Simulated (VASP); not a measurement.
# Ag (Silver) with PBE: from relaxation to properties, part 3 of 3

How well does PBE reproduce what experiment finds for Ag (Silver)? The cell is relaxed first, and properties follow on it. Left out of this account: 1 further run (phonons: it ended without a result to show). The start is a cell from a database of measured crystal structures.

VASP 6.6.1; PBE; plane waves and PAW (Ag).

Still holding for the runs below: This run has no spin polarisation. Its electron count is odd, so without a moment it is a metal by construction.

So far. Step 4 (Single point with fields (PBE)): In this run the pressure is -0.06 GPa, small enough to go on. Step 5 (Band structure (PBE)): There is no gap at this level. The relaxed cell has a = 4.138 Å (conventional setting).

**6. Total and projected DOS (PBE)**

A density of states needs more k-points than a total energy; ISMEAR = -5 takes tetrahedra, and LORBIT projects the states on the PAW spheres. The mesh is finer than in the run before.

INCAR reads:

```
SYSTEM = Ag
PREC = Accurate
ENCUT = 400
EDIFF = 1E-06
NELM = 100
ISMEAR = -5
SIGMA = 0.2
LREAL = .FALSE.
ALGO = Normal
GGA = PE
NBANDS = 16
LASPH = .TRUE.
LORBIT = 11
LWAVE = .FALSE.
LCHARG = .FALSE.
KPAR = 2
NEDOS = 2001
```

POSCAR reads:

```
Ag
1.0
    0.0000000000      2.0691908426      2.0691908426
    2.0691908426      0.0000000000      2.0691908426
    2.0691908426      2.0691908426      0.0000000000
Ag
1
Direct
    0.0000000000      0.0000000000      0.0000000000
```

KPOINTS reads:

```
Automatic mesh
0
Gamma
16 16 16
0 0 0
```

Potentials, in the order of the species: Ag (PBE family, release 64).

Command:

```bash
> mpirun -np 2 vasp_std
```

The program printed:

```text
[... set-up lines as in an earlier step ...]
 entering main loop
       N       E                     dE             d eps       ncg     rms          rms(c)
DAV:   1     0.504938914741E+02    0.50494E+02   -0.42449E+03  4664   0.493E+02
DAV:   2    -0.201781810493E+01   -0.52512E+02   -0.49426E+02  6104   0.153E+02
DAV:   3    -0.295931945782E+01   -0.94150E+00   -0.94092E+00  5488   0.205E+01
DAV:   4    -0.296212753373E+01   -0.28081E-02   -0.28079E-02  6032   0.119E+00
DAV:   5    -0.296214638727E+01   -0.18854E-04   -0.18854E-04  5440   0.828E-02    0.472E+00
DAV:   6    -0.272748758542E+01    0.23466E+00   -0.82949E-01  6824   0.647E+00    0.309E+00
DAV:   7    -0.272074023224E+01    0.67474E-02   -0.73733E-03  6504   0.644E-01    0.178E+00
DAV:   8    -0.271816239267E+01    0.25778E-02   -0.64624E-04  6592   0.151E-01    0.102E-01
DAV:   9    -0.271816765203E+01   -0.52594E-05   -0.74489E-06  5648   0.160E-02    0.445E-02
DAV:  10    -0.271817200257E+01   -0.43505E-05   -0.36575E-06  5744   0.139E-02    0.241E-03
DAV:  11    -0.271817178911E+01    0.21346E-06   -0.61098E-08  3352   0.153E-03
   1 F= -.27181718E+01 E0= -.27181718E+01  d E =0.000000E+00
 -----------------------------------------------------------------------------
|                                                                             |
|           W    W    AA    RRRRR   N    N  II  N    N   GGGG   !!!           |
|           W    W   A  A   R    R  NN   N  II  NN   N  G    G  !!!           |
|           W    W  A    A  R    R  N N  N  II  N N  N  G       !!!           |
|           W WW W  AAAAAA  RRRRR   N  N N  II  N  N N  G  GGG   !            |
|           WW  WW  A    A  R   R   N   NN  II  N   NN  G    G                |
|           W    W  A    A  R    R  N    N  II  N    N   GGGG   !!!           |
|                                                                             |
|     Tetrahedron method does not include variations of the Fermi             |
|     occupations, so forces and stress will be inaccurate. We suggest        |
|     using a different smearing scheme ISMEAR = 1 or 2 for metals in         |
|     relaxations.                                                            |
|                                                                             |
 -----------------------------------------------------------------------------
```

The job ended after 15 s (2 MPI ranks of Intel Xeon Platinum 8488C (Sapphire Rapids), shared host; peak memory 0.27 GiB).

From OUTCAR (step 6):

```text
   k-points           NKPTS =    145   k-points in BZ     NKDIM =    145   number of bands    NBANDS=     16

   NELECT =      11.0000    total number of electrons

 E-fermi :   7.9628

 k-point     1 :       0.0000    0.0000    0.0000
  band No.  band energies     occupation
    ...
      2       3.2352      2.00000
      3       3.2352      2.00000
      4       3.2352      2.00000
      5       4.2005      2.00000
      6       4.2005      2.00000
      7      23.8440      0.00000
      8      27.1941      0.00000
      9      27.1941      0.00000
     10      27.1941      0.00000
     11      31.9089      0.00000
    ...

  Total        0.0147306      0.0147306      0.0147306      0.0000000      0.0000000      0.0000000
  in kB        1.3319821      1.3319821      1.3319821      0.0000000      0.0000000      0.0000000
  external PRESSURE =       1.3319821 kB  Pullay stress =       0.0000000 kB

 POSITION                                       TOTAL-FORCE (eV/Angst)
 -----------------------------------------------------------------------------------
      0.00000      0.00000      0.00000        -0.000000      0.000000      0.000000
 -----------------------------------------------------------------------------------
    total drift:                                0.000000     -0.000000      0.000000

  FREE ENERGIE OF THE ION-ELECTRON SYSTEM (eV)
  ---------------------------------------------------
  free  energy   TOTEN  =        -2.7181717891 eV

  energy  without entropy=       -2.7181717891  energy(sigma->0) =       -2.71817179

[... 6 parts as in an earlier step ...]

[... 10 further parts left out ...]
```

With tetrahedra the forces and stress of a metal are not exact derivatives of the energy.

This step gave:

```
irreducible k-points   : 145
free energy (TOTEN)    : -2.718 eV
Fermi energy           : 7.963 eV
pressure               : 0.1332 GPa
DOS at the Fermi level : 0.2751 states/eV/cell
```

The density of states has structure finer than the step of the table below, so its rows give means over 0.5 eV, whole bins alone (the curve runs from -9.80 to 7.91 eV). Peaks (eV: height): total -5.76: 4.20, -4.49: 6.24, -3.75: 3.73, -3.07: 5.17; Ag d -5.76: 3.16, -4.49: 5.52, -3.75: 3.45, -3.07: 5.01; Ag p -4.49: 0.112, 1.56: 0.0885, 5.82: 0.103, 7.53: 0.118; Ag s -5.76: 0.288, -4.49: 0.0864, 3.72: 0.0982, 6.64: 0.133.

States under -9.8 eV and over 7.9 eV are left out. The density of states by energy, zero at the Fermi level; means over each step; values in states/eV/cell:

| energy (eV) | total | Ag d | Ag p | Ag s |
| --- | --- | --- | --- | --- |
| -8.0 | 0 | 0 | 0 | 0 |
| -7.5 | 0.0175 | 1.1e-5 | 1.9e-4 | 0.00921 |
| -7.0 | 0.0792 | 0.00143 | 0.00225 | 0.0398 |
| -6.5 | 0.155 | 0.0196 | 0.00664 | 0.0651 |
| -6.0 | 2.06 | 1.46 | 0.0326 | 0.193 |
| -5.5 | 2.99 | 2.39 | 0.0605 | 0.120 |
| -5.0 | 2.68 | 2.31 | 0.0520 | 0.0311 |
| -4.5 | 3.75 | 3.30 | 0.0776 | 0.0527 |
| -4.0 | 3.10 | 2.80 | 0.0572 | 0.0331 |
| -3.5 | 2.97 | 2.78 | 0.0314 | 0.0231 |
| -3.0 | 2.88 | 2.75 | 0.0187 | 0.0260 |
| -2.5 | 0.226 | 0.132 | 0.0199 | 0.0311 |
| -2.0 | 0.224 | 0.107 | 0.0273 | 0.0365 |
| -1.5 | 0.228 | 0.0909 | 0.0352 | 0.0400 |
| -1.0 | 0.240 | 0.0822 | 0.0445 | 0.0420 |
| -0.5 | 0.263 | 0.0764 | 0.0579 | 0.0430 |
| 0.0 | 0.277 | 0.0711 | 0.0690 | 0.0419 |
| 0.5 | 0.276 | 0.0677 | 0.0719 | 0.0404 |
| 1.0 | 0.271 | 0.0612 | 0.0764 | 0.0371 |
| 1.5 | 0.273 | 0.0564 | 0.0829 | 0.0341 |
| 2.0 | 0.261 | 0.0520 | 0.0830 | 0.0304 |
| 2.5 | 0.232 | 0.0450 | 0.0761 | 0.0252 |
| 3.0 | 0.197 | 0.0376 | 0.0663 | 0.0208 |
| 3.5 | 0.266 | 0.0568 | 0.0668 | 0.0546 |
| 4.0 | 0.326 | 0.0709 | 0.0625 | 0.0915 |
| 4.5 | 0.302 | 0.0613 | 0.0615 | 0.0829 |
| 5.0 | 0.311 | 0.0584 | 0.0724 | 0.0761 |
| 5.5 | 0.309 | 0.0549 | 0.0769 | 0.0708 |
| 6.0 | 0.304 | 0.0518 | 0.0798 | 0.0660 |
| 6.5 | 0.346 | 0.0594 | 0.0723 | 0.0974 |
| 7.0 | 0.370 | 0.0649 | 0.0836 | 0.0927 |
| 7.5 | 0.459 | 0.0789 | 0.111 | 0.103 |

The finer mesh and the other smearing move the Fermi level by -0.21 eV from the 11×11×11 run, one measure of the sampling error in the zero of the bands above. Of the states within 0.3 eV of the Fermi level, the largest shares in the PAW spheres are Ag d 26 %, Ag p 25 % and Ag s 15 %. The rest lies in smaller channels or between the spheres.

**7. Core levels (PBE)**

ICORELEVEL = 1 prints the core eigenvalues in the potential of the ground state.

INCAR reads:

```
SYSTEM = Ag
PREC = Accurate
ENCUT = 400
EDIFF = 1E-06
NELM = 100
ISMEAR = 1
SIGMA = 0.2
LREAL = .FALSE.
ALGO = Normal
GGA = PE
NBANDS = 11
LASPH = .TRUE.
LORBIT = 11
LWAVE = .FALSE.
LCHARG = .FALSE.
KPAR = 2
ICORELEVEL = 1
```

POSCAR is that of step 6.

KPOINTS reads:

```
Automatic mesh
0
Gamma
11 11 11
0 0 0
```

Command:

```bash
> mpirun -np 2 vasp_std
```

The program printed:

```text
[... set-up lines as in an earlier step ...]
 entering main loop
       N       E                     dE             d eps       ncg     rms          rms(c)
DAV:   1     0.420687326118E+02    0.42069E+02   -0.47432E+03  1256   0.714E+02
DAV:   2    -0.241970362089E+01   -0.44488E+02   -0.42301E+02  1385   0.176E+02
DAV:   3    -0.296471574804E+01   -0.54501E+00   -0.54478E+00  1416   0.211E+01
DAV:   4    -0.296645783047E+01   -0.17421E-02   -0.17420E-02  1331   0.126E+00
DAV:   5    -0.296647290532E+01   -0.15075E-04   -0.15075E-04  1400   0.104E-01    0.471E+00
DAV:   6    -0.272826942830E+01    0.23820E+00   -0.10198E+00  1289   0.946E+00    0.310E+00
DAV:   7    -0.272136263297E+01    0.69068E-02   -0.77177E-03  1385   0.848E-01    0.177E+00
DAV:   8    -0.271876985176E+01    0.25928E-02   -0.69002E-04  1338   0.214E-01    0.778E-02
DAV:   9    -0.271877852075E+01   -0.86690E-05   -0.77429E-06  1373   0.214E-02    0.205E-02
DAV:  10    -0.271878422074E+01   -0.57000E-05   -0.38610E-06  1377   0.199E-02    0.543E-03
DAV:  11    -0.271878387465E+01    0.34609E-06   -0.79544E-08   715   0.254E-03
   1 F= -.27187839E+01 E0= -.27183743E+01  d E =-.122884E-02
```

Elapsed: 5.8 s, on 2 MPI ranks; peak memory 0.24 GiB.

OUTCAR, selected parts (step 7):

```text
   NELECT =      11.0000    total number of electrons

 the core state eigenenergies are
   1-  1s -25314.3241  2s  -3717.9909  2p  -3333.4961  3s   -672.8719  3p   -546.6385
       3d   -347.7241  4s    -84.0604  4p    -47.5125

 E-fermi :   8.1770

 k-point     1 :       0.0000    0.0000    0.0000
  band No.  band energies     occupation
    ...
      2       3.2298      2.00000
      3       3.2298      2.00000
      4       3.2298      2.00000
      5       4.1944      2.00000
      6       4.1944      2.00000
      7      23.8434      0.00000
      8      27.1938      0.00000
      9      27.1938      0.00000
     10      27.1938      0.00000
     11      31.9104      0.00000

  Total       -0.0062703     -0.0062703     -0.0062703     -0.0000000     -0.0000000      0.0000000
  in kB       -0.5669752     -0.5669752     -0.5669752     -0.0000000     -0.0000000      0.0000000
  external PRESSURE =      -0.5669752 kB  Pullay stress =       0.0000000 kB

 POSITION                                       TOTAL-FORCE (eV/Angst)
 -----------------------------------------------------------------------------------
      0.00000      0.00000      0.00000        -0.000000     -0.000000     -0.000000
 -----------------------------------------------------------------------------------
    total drift:                                0.000000      0.000000      0.000000

  FREE ENERGIE OF THE ION-ELECTRON SYSTEM (eV)
  ---------------------------------------------------
  free  energy   TOTEN  =        -2.7187838746 eV

  energy  without entropy=       -2.7175550382  energy(sigma->0) =       -2.71837426

[... 10 parts as in an earlier step ...]

[... 6 further parts left out ...]
```

These are scalar-relativistic Kohn-Sham levels of the ground state, with no core hole, so they are not binding energies.

This step gave:

```
bands                : 11
irreducible k-points : 56
free energy (TOTEN)  : -2.719 eV
Fermi energy         : 8.177 eV
pressure             : -0.05670 GPa
```

Kohn-Sham core levels. Core levels, by row:

| atom | shell | level below the Fermi level (eV) |
| --- | --- | --- |
| Ag1 | 1s | 25322 |
| Ag1 | 2s | 3726 |
| Ag1 | 2p | 3342 |
| Ag1 | 3s | 681 |
| Ag1 | 3p | 554.8 |
| Ag1 | 3d | 355.9 |
| Ag1 | 4s | 92.24 |
| Ag1 | 4p | 55.69 |

**8. Band structure (PBE), changed input**

The mesh alone shows little of the dispersion and can miss band extrema, so KPOINTS_OPT adds a path through the symmetry points after the self-consistent cycle. Some settings are moved from the usual, to see what they do.

Edit INCAR of step 7 so:

```diff
@@ -8,5 +8,5 @@
 LREAL = .FALSE.
-ALGO = Normal
+ALGO = Fast
 GGA = PE
-NBANDS = 11
+NBANDS = 16
 LASPH = .TRUE.
@@ -16,2 +16 @@
 KPAR = 2
-ICORELEVEL = 1
```

POSCAR is that of step 7.

KPOINTS is that of step 7.

KPOINTS_OPT reads:

```
Line mode
16
Line-mode
Reciprocal
  0.00000000   0.00000000   0.00000000 GAMMA
  0.50000000   0.00000000   0.50000000 X

  0.50000000   0.00000000   0.50000000 X
  0.50000000   0.25000000   0.75000000 W

  0.50000000   0.25000000   0.75000000 W
  0.37500000   0.37500000   0.75000000 K

  0.37500000   0.37500000   0.75000000 K
  0.00000000   0.00000000   0.00000000 GAMMA

  0.00000000   0.00000000   0.00000000 GAMMA
  0.50000000   0.50000000   0.50000000 L

  0.50000000   0.50000000   0.50000000 L
  0.62500000   0.25000000   0.62500000 U

  0.62500000   0.25000000   0.62500000 U
  0.50000000   0.25000000   0.75000000 W

  0.50000000   0.25000000   0.75000000 W
  0.50000000   0.50000000   0.50000000 L

  0.50000000   0.50000000   0.50000000 L
  0.37500000   0.37500000   0.75000000 K

  0.62500000   0.25000000   0.62500000 U
  0.50000000   0.00000000   0.50000000 X
```

Command:

```bash
> mpirun -np 2 vasp_std
```

The program printed:

```text
[... set-up lines as in an earlier step ...]
 entering main loop
       N       E                     dE             d eps       ncg     rms          rms(c)
[... 5 cycles as in an earlier step ...]
RMM:   6    -0.272795732295E+01    0.23852E+00   -0.25202E-01  1974   0.351E+00    0.305E+00
RMM:   7    -0.272133253492E+01    0.66248E-02   -0.68445E-03  2146   0.688E-01    0.180E+00
RMM:   8    -0.271879263390E+01    0.25399E-02   -0.44564E-04  2185   0.140E-01    0.183E-01
RMM:   9    -0.271878075472E+01    0.11879E-04   -0.55533E-05  2359   0.443E-02    0.686E-02
RMM:  10    -0.271878281013E+01   -0.20554E-05   -0.12488E-05  2256   0.198E-02    0.164E-02
RMM:  11    -0.271878384817E+01   -0.10380E-05   -0.32118E-06  2039   0.839E-03    0.411E-03
RMM:  12    -0.271878396044E+01   -0.11228E-06   -0.25316E-07  1542   0.252E-03
   1 F= -.27187840E+01 E0= -.27183742E+01  d E =-.122921E-02
 Start KPOINTS_OPT (optional k-point list driver)
k-point batch [1-56\160]
       N       E                     dE             ncg
DAV:   1     0.506522802989E+04   -0.17228E+05     1800
DAV:   2     0.227889884590E+04   -0.27863E+04     2400
DAV:   3     0.223154874757E+04   -0.47350E+02     2304
DAV:   4     0.223140593660E+04   -0.14281E+00     2280
DAV:   5     0.223140492394E+04   -0.10127E-02     2344
DAV:   6     0.223140491574E+04   -0.81967E-05     2080
DAV:   7     0.223140491561E+04   -0.13320E-06     1888
[...]
k-point batch [113-160\160]
       N       E                     dE             ncg
DAV:   1     0.818497477418E+04   -0.16234E+05     1568
DAV:   2     0.579994950128E+04   -0.23850E+04     2080
DAV:   3     0.575837185097E+04   -0.41578E+02     1880
DAV:   4     0.575824814675E+04   -0.12370E+00     2016
DAV:   5     0.575824724184E+04   -0.90491E-03     1904
DAV:   6     0.575824723400E+04   -0.78435E-05     1904
DAV:   7     0.575824723389E+04   -0.10793E-06     1440
```

Run time: 14 s. Hardware: 2 MPI ranks; peak memory 0.26 GiB; 28 s of CPU time.

OUTCAR, selected parts (step 8):

```text
   NELECT =      11.0000    total number of electrons

 E-fermi :   8.1770

 k-point     1 :       0.0000    0.0000    0.0000
  band No.  band energies     occupation
    ...
      2       3.2296      2.00000
      3       3.2296      2.00000
      4       3.2296      2.00000
      5       4.1942      2.00000
      6       4.1942      2.00000
      7      23.8434      0.00000
      8      27.1938      0.00000
      9      27.1938      0.00000
     10      27.1938      0.00000
     11      31.9103      0.00000
    ...

  Total       -0.0030727     -0.0030727     -0.0030727      0.0000000      0.0000000     -0.0000000
  in kB       -0.2778437     -0.2778437     -0.2778437      0.0000000      0.0000000     -0.0000000
  external PRESSURE =      -0.2778437 kB  Pullay stress =       0.0000000 kB

 POSITION                                       TOTAL-FORCE (eV/Angst)
 -----------------------------------------------------------------------------------
      0.00000      0.00000      0.00000         0.000000      0.000000     -0.000000
 -----------------------------------------------------------------------------------
    total drift:                                0.000000      0.000000      0.000000

  FREE ENERGIE OF THE ION-ELECTRON SYSTEM (eV)
  ---------------------------------------------------
  free  energy   TOTEN  =        -2.7187839604 eV

  energy  without entropy=       -2.7175547533  energy(sigma->0) =       -2.71837422

[... 9 parts as in an earlier step ...]

[... 8 further parts left out ...]
```

ALGO acts on the way to self-consistency or on speed; a fully converged result doesn't depend on them, though slow mixing can meet EDIFF with the stress still off.

This step gave:

| Item | Value |
| --- | --- |
| SCF cycles | 12 |
| bands | 16 |
| pressure | -0.02778 GPa |

Electronic bands along the path, in eV, zero at the Fermi level; # counts the bands kept:

| point | #2 | #3 | #4 | #5 | #6 | #7 | #8 |
| --- | --- | --- | --- | --- | --- | --- | --- |
| Γ | -4.95 | -4.95 | -4.95 | -3.98 | -3.98 | 15.67 | 19.02 |
| 0.47 of the way | -5.61 | -4.23 | -4.23 | -4.13 | -3.67 | 14.48 | 14.48 |
| X | -6.35 | -3.27 | -3.04 | -3.04 | 1.37 | 6.17 | 10.20 |
| 0.53 of the way | -6.01 | -4.01 | -3.60 | -3.04 | 2.93 | 6.27 | 8.33 |
| W | -5.19 | -5.19 | -3.97 | -3.04 | 5.54 | 5.54 | 6.46 |
| 0.53 of the way | -5.61 | -4.57 | -3.85 | -3.16 | 4.30 | 5.14 | 6.68 |
| K | -5.67 | -4.26 | -3.77 | -3.31 | 3.92 | 4.84 | 6.62 |
| 0.53 of the way | -5.31 | -4.72 | -4.41 | -4.33 | -3.02 | 11.67 | 12.05 |
| Γ | -4.95 | -4.95 | -4.95 | -3.98 | -3.98 | 15.67 | 19.02 |
| 0.47 of the way | -4.83 | -4.75 | -4.75 | -3.91 | -3.91 | 11.22 | 16.29 |
| L | -4.97 | -4.97 | -3.24 | -3.24 | -0.56 | 3.12 | 14.90 |
| 0.47 of the way | -5.21 | -4.58 | -4.24 | -3.30 | 1.27 | 3.33 | 12.13 |
| U | -5.67 | -4.26 | -3.77 | -3.31 | 3.92 | 4.84 | 6.62 |
| 0.47 of the way | -5.61 | -4.57 | -3.85 | -3.16 | 4.30 | 5.14 | 6.68 |
| W | -5.19 | -5.19 | -3.97 | -3.04 | 5.54 | 5.54 | 6.46 |
| 0.47 of the way | -5.40 | -4.61 | -4.32 | -3.31 | 2.24 | 3.56 | 11.36 |
| L | -4.97 | -4.97 | -3.24 | -3.24 | -0.56 | 3.12 | 14.90 |
| 0.47 of the way | -5.21 | -4.58 | -4.24 | -3.30 | 1.27 | 3.33 | 12.13 |
| K | -5.67 | -4.26 | -3.77 | -3.31 | 3.92 | 4.84 | 6.62 |
| jump to U | -5.67 | -4.26 | -3.77 | -3.31 | 3.92 | 4.84 | 6.62 |
| 0.47 of the way | -6.15 | -3.53 | -3.44 | -3.12 | 2.24 | 6.21 | 8.02 |
| X | -6.35 | -3.27 | -3.04 | -3.04 | 1.37 | 6.17 | 10.20 |

The electronic bands as a text plot (rows in eV, shown from -7.8 to 6.4 only):

```
    6.1 |        *****                                        ***
    5.5 |             *   *                      **
    5.0 |            *****              *      ***
    4.4 |              *                      * *  *         *
    3.8 |           *   **                   ***    *       **
    3.2 |                                ****       ********* *
    2.6 |          *      *                  *
    2.0 |                                            *         *
    1.4 |        **                         *              *    *
    0.8 |                                             *
    0.2 |       *          *               *           *  *
   -0.4 |                                 *             **
   -1.0 |                   *            *
   -1.6 |      *
   -2.1 |                               *
   -2.7 |                    *
   -3.3 |    **************   *        **************************
   -3.9 |******    **********  ********    *  ******* *   * ***
   -4.5 |  **       *  *********     **     *****    **   ****
   -5.1 |***         **   ************ *******   ************
   -5.7 |   ***     **********               *********     ****
   -6.3 |   ********    *     *       *******  *      *****  ****
   -6.9 |  *                   *     *
   -7.5 |**                     *****
         Γ       X    W  K        Γ      L     U  W     L   K|U X
```

Against the sound run “Band structure (PBE)”, the energy at zero smearing moves by +0.0 meV an atom, the pressure by +0.03 GPa and the Fermi level by +0.00 eV.

**9. Results**

```json
{"relaxed volume": "17.72 Å³/atom", "relaxed conventional cell a, b, c": "4.138, 4.138, 4.138 Å", "space group after relaxing, within 0.02 Å": "Fm-3m (No. 225)", "band gap": "none, a metal", "DOS at the Fermi level": "0.275 states/eV/cell", "shallowest level of the frozen cores": "Ag1 4p, 55.7 eV deep"}
```

With PBE, Ag (Silver) relaxes to 17.72 Å³/atom in space group Fm-3m (held by the symmetry of the run) and comes out as a metal. Against the listed cell the volume lies +3.9 %. Band structure (PBE): Of the bands kept, 1 crosses the Fermi level on this path. Band structure (PBE), changed input: Of the bands kept, 1 crosses the Fermi level on this path. Spin-orbit coupling is left out; it would split some degenerate bands. The k-sampling is coarse for a metal, so the Fermi level, pressures and the shape of the cell carry errors. No search among competing phases was made. All values are for a static lattice at zero temperature.

Computed beside measured:

```
              quantity  measured             PBE
lattice constant a (Å)    4.0857  4.138 (+1.3 %)
```

Measured values from pmc:7756222 (2020).

How well it matches: The lattice constant a is off by +1.3 %: fair agreement. The grades are ours: good and fair within 0.7 and 1.5 % for the lattice constant a. Zero-point motion and thermal expansion are not in the computed lattice constants. As a rule both would widen the computed cell, so the excess over experiment is if anything larger than shown.

[Lines on the potential files, build, host, timing and source positions are cut from VASP's logs without a mark.]

[Logs are printed without paths, hosts, clocks, repeated set-up lines and the standing remarks that a program may print on its own settings, such as how far it seeks lower states.]

[Hosts, paths, dates, database ids (printed as entryN), source tags and the programs' standing remarks are cut or masked in the printed files.]

[A measured line is paired with the nearest computed mode of its activity, which favours agreement.]
